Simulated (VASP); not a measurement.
All values below come from r2SCAN meta-GGA, VASP's PBE PAW potentials (set 64) (plane waves; VASP).

The input files of a VASP run:

### POSCAR
```
Si3N4
1
    7.6046312422    -0.0000000080     0.0000000000
   -3.8023156142     6.5858040220     0.0000000000
    0.0000000000    -0.0000000000     2.9044291303
Si N
6 8
Direct
  0.2311403134   0.8250438512   0.7500000000
  0.7688596866   0.1749561488   0.2500000000
  0.4060964621   0.2311403134   0.2500000000
  0.5939035379   0.7688596866   0.7500000000
  0.1749561488   0.4060964621   0.7500000000
  0.8250438512   0.5939035379   0.2500000000
  0.3333330000   0.6666670000   0.7500000000
  0.6666670000   0.3333330000   0.2500000000
  0.9692077608   0.6698174144   0.7500000000
  0.0307922392   0.3301825856   0.2500000000
  0.2993903463   0.9692077608   0.2500000000
  0.7006096537   0.0307922392   0.7500000000
  0.3301825856   0.2993903463   0.7500000000
  0.6698174144   0.7006096537   0.2500000000
```

### KPOINTS_OPT
```
k-points along high-symmetry lines
6
Line-mode
Reciprocal
  0.000000   0.000000   0.000000 ! GAMMA
  0.500000   0.000000   0.000000 ! M

  0.500000   0.000000   0.000000 ! M
  0.333333   0.333333   0.000000 ! K

  0.333333   0.333333   0.000000 ! K
  0.000000   0.000000   0.000000 ! GAMMA

  0.000000   0.000000   0.000000 ! GAMMA
  0.000000   0.000000   0.500000 ! A

  0.000000   0.000000   0.500000 ! A
  0.500000   0.000000   0.500000 ! L

  0.500000   0.000000   0.500000 ! L
  0.333333   0.333333   0.500000 ! H

  0.333333   0.333333   0.500000 ! H
  0.000000   0.000000   0.500000 ! A

  0.500000   0.000000   0.500000 ! L
  0.500000   0.000000   0.000000 ! M

  0.333333   0.333333   0.500000 ! H
  0.333333   0.333333   0.000000 ! K
```

KPOINTS:
```
Automatic mesh
0
Gamma
4 4 9
0 0 0
```

INCAR:
```
ALGO  =  Normal
EDIFF  =  1E-7
ENCUT  =  520
ISIF  =  2
ISMEAR  =  -5
LASPH  =  .True.
LCHARG  =  .False.
LEFG  =  .True.
LMIXTAU  =  .True.
LORBIT  =  11
LREAL  =  Auto
LWAVE  =  .False.
METAGGA  =  R2SCAN
NEDOS  =  601
NELM  =  100
PREC  =  Accurate
SYSTEM  =  Si3N4
```

POTCAR, in this order: Si N (PBE.64 set). Program: vasp_std.

What VASP printed:

**OUTCAR**
```
 ion  position               nearest neighbor table
   1  0.231  0.825  0.750-   7 1.73   9 1.73  11 1.74  11 1.74   4 3.00   5 3.00   6 3.05   6 3.05
                             3 3.05   3 3.05
   2  0.769  0.175  0.250-   8 1.73  10 1.73  12 1.74  12 1.74   3 3.00   6 3.00   5 3.05   5 3.05
                             4 3.05   4 3.05
   3  0.406  0.231  0.250-   8 1.73  11 1.73  13 1.74  13 1.74   2 3.00   6 3.00   5 3.05   5 3.05
                             1 3.05   1 3.05
   4  0.594  0.769  0.750-   7 1.73  12 1.73  14 1.74  14 1.74   1 3.00   5 3.00   6 3.05   6 3.05
                             2 3.05   2 3.05
   5  0.175  0.406  0.750-   7 1.73  13 1.73  10 1.74  10 1.74   4 3.00   1 3.00   3 3.05   3 3.05
                             2 3.05   2 3.05
   6  0.825  0.594  0.250-   8 1.73  14 1.73   9 1.74   9 1.74   3 3.00   2 3.00   4 3.05   4 3.05
                             1 3.05   1 3.05
   7  0.333  0.667  0.750-   1 1.73   5 1.73   4 1.73
   8  0.667  0.333  0.250-   2 1.73   6 1.73   3 1.73
   9  0.969  0.670  0.750-   1 1.73   6 1.74   6 1.74
  10  0.031  0.330  0.250-   2 1.73   5 1.74   5 1.74
  11  0.299  0.969  0.250-   3 1.73   1 1.74   1 1.74
  12  0.701  0.031  0.750-   4 1.73   2 1.74   2 1.74
  13  0.330  0.299  0.750-   5 1.73   3 1.74   3 1.74
  14  0.670  0.701  0.250-   6 1.73   4 1.74   4 1.74
  LATTYP: Found a hexagonal cell.
 ALAT       =     7.6046312422
 C/A-ratio  =     0.3819289901
 Subroutine PRICEL returns:
...
```

### OSZICAR
```
       N       E                     dE             d eps       ncg     rms          rms(c)
DAV:   1     0.283269025445E+03    0.28327E+03   -0.33058E+04  1600   0.153E+03
DAV:   2    -0.151461880667E+03   -0.43473E+03   -0.41828E+03  2104   0.311E+02
DAV:   3    -0.177278919222E+03   -0.25817E+02   -0.25659E+02  1920   0.845E+01
DAV:   4    -0.177759256544E+03   -0.48034E+00   -0.47911E+00  1984   0.121E+01
DAV:   5    -0.177770764860E+03   -0.11508E-01   -0.11504E-01  1888   0.177E+00    0.305E+01
DAV:   6    -0.150262317110E+03    0.27508E+02   -0.54930E+01  1896   0.316E+01    0.169E+01
DAV:   7    -0.142157112165E+03    0.81052E+01   -0.28029E+00  1904   0.999E+00    0.692E+00
DAV:   8    -0.147955415923E+03   -0.57983E+01   -0.52888E+00  1848   0.111E+01    0.395E+00
DAV:   9    -0.143620627785E+03    0.43348E+01   -0.18576E+00  1720   0.864E+00    0.353E-01
DAV:  10    -0.144153559166E+03   -0.53293E+00   -0.52526E-01  1800   0.474E+00    0.592E-01
DAV:  11    -0.144122525271E+03    0.31034E-01   -0.20175E-02  1840   0.105E+00    0.627E-01
DAV:  12    -0.144116061803E+03    0.64635E-02   -0.51634E-03  1800   0.529E-01    0.522E-01
DAV:  13    -0.144146509474E+03   -0.30448E-01   -0.61321E-02  1664   0.164E+00    0.230E-01
DAV:  14    -0.144167340323E+03   -0.20831E-01   -0.66448E-03  1696   0.651E-01    0.226E-01
DAV:  15    -0.144168470532E+03   -0.11302E-02   -0.36889E-04  1912   0.151E-01    0.193E-01
DAV:  16    -0.144168599867E+03   -0.12934E-03   -0.71088E-04  1864   0.171E-01    0.270E-02
DAV:  17    -0.144168762342E+03   -0.16247E-03   -0.12401E-04  1872   0.806E-02    0.597E-02
DAV:  18    -0.144168736476E+03    0.25866E-04   -0.13968E-05  1864   0.335E-02    0.288E-02
DAV:  19    -0.144168747575E+03   -0.11099E-04   -0.37378E-05  1840   0.462E-02    0.106E-02
DAV:  20    -0.144168762199E+03   -0.14624E-04   -0.35632E-06  1872   0.163E-02    0.101E-02
DAV:  21    -0.144168771193E+03   -0.89936E-05   -0.36673E-06  1888   0.168E-02    0.560E-03
DAV:  22    -0.144168773262E+03   -0.20695E-05   -0.17615E-06  1840   0.103E-02    0.214E-03
DAV:  23    -0.144168773370E+03   -0.10813E-06   -0.21476E-07  1256   0.360E-03    0.470E-04
DAV:  24    -0.144168773622E+03   -0.25182E-06   -0.93193E-08  1216   0.234E-03    0.521E-04
DAV:  25    -0.144168773627E+03   -0.52842E-08   -0.46758E-08  1216   0.144E-03
   1 F= -.14416877E+03 E0= -.14416877E+03  d E =0.000000E+00
       N       E                     dE             ncg
       N       E                     dE             ncg
       N       E                     dE             ncg
```

### OUTCAR
```
------------------------ aborting loop because EDIFF is reached ----------------------------------------
  FORCE on cell =-STRESS in cart. coord.  units (eV):
  Direction    XX          YY          ZZ          XY          YZ          ZX
  --------------------------------------------------------------------------------------
  Total       -0.0624184     -0.0624184      0.0333837      0.0000010     -0.0000000     -0.0000000
  in kB       -0.6875039     -0.6875039      0.3677036      0.0000107     -0.0000000     -0.0000000
  external PRESSURE =      -0.3357681 kB  Pullay stress =       0.0000000 kB
  volume of cell :      145.46
      direct lattice vectors                 reciprocal lattice vectors
     7.604631242 -0.000000008  0.000000000     0.131498815  0.075920874  0.000000000
    -3.802315614  6.585804022  0.000000000     0.000000000  0.151841749  0.000000000
     0.000000000  0.000000000  2.904429130     0.000000000  0.000000000  0.344301739
 POSITION                                       TOTAL-FORCE (eV/Angst)
 -----------------------------------------------------------------------------------
     -1.37934      5.43358      2.17832        -0.010117     -0.013637      0.000000
      5.18166      1.15223      0.72611         0.010117      0.013637      0.000000
      2.20935      1.52224      0.72611         0.006752     -0.015580      0.000000
      1.59297      5.06356      2.17832        -0.006752      0.015580      0.000000
     -0.21363      2.67447      2.17832         0.016869     -0.001943      0.000000
      4.01595      3.91133      0.72611        -0.016869      0.001943      0.000000
     -0.00000      4.39054      2.17832         0.000000      0.000000     -0.000000
      3.80232      2.19527      0.72611         0.000000      0.000000     -0.000000
      4.82361      4.41129      2.17832        -0.001204      0.000175      0.000000
     -1.02129      2.17452      0.72611         0.001204     -0.000175      0.000000
     -1.40848      6.38301      0.72611        -0.000753     -0.000956     -0.000000
      5.21080      0.20279      2.17832         0.000753      0.000956      0.000000
      1.37254      1.97173      2.17832         0.000451     -0.001130      0.000000
      2.42978      4.61408      0.72611        -0.000451      0.001130      0.000000
 -----------------------------------------------------------------------------------
    total drift:                               -0.000001      0.000000     -0.000000
  FREE ENERGIE OF THE ION-ELECTRON SYSTEM (eV)
  ---------------------------------------------------
  free  energy   TOTEN  =      -144.1687736275 eV

  energy  without entropy=     -144.1687736275  energy(sigma->0) =     -144.16877363

 total charge

# of ion       s       p       d       tot
------------------------------------------
    1        0.666   0.979   0.000   1.645
    2        0.666   0.979   0.000   1.645
    3        0.666   0.979   0.000   1.645
    4        0.666   0.979   0.000   1.645
    5        0.666   0.979   0.000   1.645
    6        0.666   0.979   0.000   1.645
    7        1.234   2.773   0.000   4.006
    8        1.234   2.773   0.000   4.006
    9        1.230   2.761   0.000   3.991
   10        1.230   2.761   0.000   3.991
   11        1.230   2.761   0.000   3.991
   12        1.230   2.761   0.000   3.991
   13        1.230   2.761   0.000   3.991
   14        1.230   2.761   0.000   3.991
--------------------------------------------------
tot         13.848  27.983   0.000  41.831

 Electric field gradients after diagonalization (V/A^2)
 (convention: |V_zz| > |V_xx| > |V_yy|)
----------------------------------------------------------------------
 ion       V_xx      V_yy      V_zz     asymmetry (V_yy - V_xx)/ V_zz
----------------------------------------------------------------------
   1      -5.565    -3.896     9.461       0.176
   2      -5.565    -3.896     9.461       0.176
   3      -5.565    -3.896     9.461       0.176
   4      -5.565    -3.896     9.461       0.176
   5      -5.565    -3.896     9.461       0.176
   6      -5.565    -3.896     9.461       0.176
   7      23.361    23.359   -46.720       0.000
   8      23.361    23.359   -46.720       0.000
   9      25.283    20.806   -46.088       0.097
  10      25.283    20.806   -46.088       0.097
  11      25.282    20.806   -46.088       0.097
  12      25.282    20.806   -46.088       0.097
  13      25.282    20.806   -46.088       0.097
  14      25.282    20.806   -46.088       0.097
```
(Selected blocks of OUTCAR.)

The structure comes from a computed database's Si3N4 entry (P6_3/m); how it stands against other phases isn't given here. It was relaxed first.
